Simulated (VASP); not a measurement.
Data:

```yaml
crystal:
  lattice:
    - [0.00000, 2.35663, 2.35663]
    - [2.35663, 0.00000, 2.35663]
    - [2.35663, 2.35663, 0.00000]
  atoms:
    - { symbol: B, position: [0.00000, 0.00000, 0.00000] }
    - { symbol: P, position: [0.25000, 0.25000, 0.25000] }
```

Calculation: r2SCAN meta-GGA, VASP's PBE PAW potentials (set 64) (plane waves; VASP). Run with 600 eV cut-off, 10×10×10 Γ-centred mesh, Gaussian smearing of 0.050 eV, potentials B P.

Question: Predict the energy per atom (σ→0), pressure.

Answer: 
energy per atom (σ→0): -8.578 eV/atom
pressure: -16.01 GPa

Total energies compare only between runs with the same potentials, cut-off and functional.

The compound is BP in the zinc blende structure. This cell was strained or had an atom moved on purpose.
